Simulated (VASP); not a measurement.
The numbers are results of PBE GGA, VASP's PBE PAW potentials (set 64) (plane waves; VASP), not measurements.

VASP input:

KPOINTS:
```
Automatic
0
gamma
10 10 8
```

### INCAR
```
ALGO = Normal
EDIFF = 1E-7
ENCUT = 600
GGA = PE
ISIF = 2
ISMEAR = 1
LASPH = T
LCHARG = F
LREAL = F
LWAVE = F
NELM = 100
PREC = Accurate
SIGMA = 0.1
SYSTEM = MgB2
```

POSCAR:
```
MgB2
1
    1.5410674568    -2.6692066392    -0.0000000000
    1.5410674568     2.6692066392    -0.0000000000
    0.0000000000    -0.0000000000     3.5031296128
Mg B
1 2
Direct
  0.0000000000   0.0000000000   0.0000000000
  0.3333330000   0.6666670000   0.5000000000
  0.6666670000   0.3333330000   0.5000000000
```

POTCAR, in this order: Mg B (PBE.64 set). Program: vasp_std.

Output

File OUTCAR:
```
 ion  position               nearest neighbor table
   1  0.000  0.000  0.000-   2 2.50   3 2.50   2 2.50   3 2.50   3 2.50   3 2.50   2 2.50   2 2.50
                             3 2.50   3 2.50   2 2.50   2 2.50
   2  0.333  0.667  0.500-   3 1.78   3 1.78   3 1.78   1 2.50   1 2.50   1 2.50   1 2.50   1 2.50
                             1 2.50
   3  0.667  0.333  0.500-   2 1.78   2 1.78   2 1.78   1 2.50   1 2.50   1 2.50   1 2.50   1 2.50
                             1 2.50
  LATTYP: Found a hexagonal cell.
 ALAT       =     3.0821344859
 C/A-ratio  =     1.1365920692
 Subroutine PRICEL returns:
 Original cell was already a primitive cell.
 Subroutine GETGRP returns: Found 24 space group operations
The static configuration has the point symmetry D_6h.
The dynamic configuration has the point symmetry D_6h.
 Subroutine INISYM returns: Found 24 space group operations
 Subroutine IBZKPT returns following result:
 Found     70 irreducible k-points:

 Following reciprocal coordinates:
            Coordinates               Weight
  0.000000  0.000000  0.000000      1.000000
  0.100000  0.000000  0.000000      6.000000
  0.200000  0.000000  0.000000      6.000000
  0.300000  0.000000  0.000000      6.000000
  0.400000  0.000000  0.000000      6.000000
  0.500000  0.000000  0.000000      3.000000
  0.100000  0.100000  0.000000      6.000000
  0.200000  0.100000  0.000000     12.000000
  0.300000  0.100000  0.000000     12.000000
  0.400000  0.100000  0.000000     12.000000
  0.200000  0.200000  0.000000      6.000000
  0.300000  0.200000  0.000000     12.000000
  0.400000  0.200000  0.000000      6.000000
  0.300000  0.300000  0.000000      6.000000
  0.000000  0.000000  0.125000      2.000000
  0.100000  0.000000  0.125000     12.000000
  0.200000  0.000000  0.125000     12.000000
  0.300000  0.000000  0.125000     12.000000
  0.400000  0.000000  0.125000     12.000000
...
```

OSZICAR:
```
       N       E                     dE             d eps       ncg     rms          rms(c)
DAV:   1     0.892634391902E+01    0.89263E+01   -0.43512E+03  1200   0.960E+02
DAV:   2    -0.166280329840E+02   -0.25554E+02   -0.24487E+02  1576   0.119E+02
DAV:   3    -0.169930084124E+02   -0.36498E+00   -0.36469E+00  1528   0.172E+01
DAV:   4    -0.169935235757E+02   -0.51516E-03   -0.51518E-03  1624   0.583E-01
DAV:   5    -0.169935240569E+02   -0.48121E-06   -0.48117E-06  1568   0.145E-02    0.521E+00
DAV:   6    -0.155873725529E+02    0.14062E+01   -0.23264E+00  1200   0.842E+00    0.254E+00
DAV:   7    -0.153282285809E+02    0.25914E+00   -0.12766E+00  1352   0.610E+00    0.737E-01
DAV:   8    -0.153275472379E+02    0.68134E-03   -0.72550E-02  1192   0.188E+00    0.294E-01
DAV:   9    -0.153233780961E+02    0.41691E-02   -0.13506E-02  1200   0.654E-01    0.538E-02
DAV:  10    -0.153233655285E+02    0.12568E-04   -0.12063E-03  1520   0.218E-01    0.279E-02
DAV:  11    -0.153233290628E+02    0.36466E-04   -0.17241E-04  1240   0.815E-02    0.205E-03
DAV:  12    -0.153233292198E+02   -0.15698E-06   -0.16093E-06  1568   0.119E-02    0.658E-04
DAV:  13    -0.153233292324E+02   -0.12669E-07   -0.17157E-08  1112   0.114E-03
   1 F= -.15323329E+02 E0= -.15323465E+02  d E =0.407779E-03
```

OUTCAR:
```
------------------------ aborting loop because EDIFF is reached ----------------------------------------
  FORCE on cell =-STRESS in cart. coord.  units (eV):
  Direction    XX          YY          ZZ          XY          YZ          ZX
  --------------------------------------------------------------------------------------
  Total       -0.0492662     -0.0492662     -0.0087347      0.0000000      0.0000000      0.0000000
  in kB       -2.7388571     -2.7388561     -0.4855895      0.0000000      0.0000000      0.0000000
  external PRESSURE =      -1.9877676 kB  Pullay stress =       0.0000000 kB
  volume of cell :       28.82
      direct lattice vectors                 reciprocal lattice vectors
     1.541067457 -2.669206639  0.000000000     0.324450431 -0.187321578  0.000000000
     1.541067457  2.669206639  0.000000000     0.324450431  0.187321578  0.000000000
     0.000000000  0.000000000  3.503129613     0.000000000  0.000000000  0.285459035
 POSITION                                       TOTAL-FORCE (eV/Angst)
 -----------------------------------------------------------------------------------
      0.00000      0.00000      0.00000        -0.000000     -0.000000      0.000000
      1.54107      0.88974      1.75156         0.000000      0.000000      0.000000
      1.54107     -0.88974      1.75156        -0.000000      0.000000      0.000000
 -----------------------------------------------------------------------------------
    total drift:                               -0.000000     -0.000000      0.000000
  FREE ENERGIE OF THE ION-ELECTRON SYSTEM (eV)
  ---------------------------------------------------
  free  energy   TOTEN  =       -15.3233292324 eV

  energy  without entropy=      -15.3237370111  energy(sigma->0) =      -15.32346516
```
(Selected blocks of OUTCAR.)

OUTCAR:
```
 val. band max:        5.3280016391   @ k =   0.1000   0.0000   0.1250

 cond. band min:       5.4030273664   @ k =   0.3000   0.2000   0.0000


 Fermi energy:         5.3697765675

 k-point     1 :       0.0000    0.0000    0.0000
  band No.  band energies     occupation
      1      -7.1329      2.00000
      2       2.4182      2.00000
      3       5.6724     -0.00016
      4       5.6724     -0.00016
      5       7.0607     -0.00000
      6      11.6097      0.00000
      7      11.6098      0.00000
      8      13.3967      0.00000

 k-point     2 :       0.1000    0.0000    0.0000
  band No.  band energies     occupation
      1      -6.9591      2.00000
      2       2.5873      2.00000
      3       4.8146      2.00000
      4       5.2773      2.03092
      5       7.2151     -0.00000
      6      11.4712      0.00000
      7      12.3559      0.00000
      8      13.7924      0.00000

 k-point     3 :       0.2000    0.0000    0.0000
  band No.  band energies     occupation
      1      -6.4405      2.00000
      2       2.9529      2.00000
      3       3.0890      2.00000
      4       4.4903      2.00000
      5       7.6831      0.00000
      6      10.9406      0.00000
      7      13.1303      0.00000
      8      14.1722      0.00000

 k-point     4 :       0.3000    0.0000    0.0000
  band No.  band energies     occupation
      1      -5.5866      2.00000
      2       0.8788      2.00000
      3       3.7691      2.00000
      4       3.8969      2.00000
      5       8.3851      0.00000
      6      10.4341      0.00000
      7      11.1921      0.00000
      8      14.3597      0.00000

 k-point     5 :       0.4000    0.0000    0.0000
  band No.  band energies     occupation
      1      -4.4197      2.00000
      2      -1.0860      2.00000
      3       3.2962      2.00000
      4       4.9071      2.00000
      5       9.0157      0.00000
      6       9.3767      0.00000
      7      10.3769      0.00000
...
```

The compound is MgB2 in the AlB2 type structure. It was relaxed first.
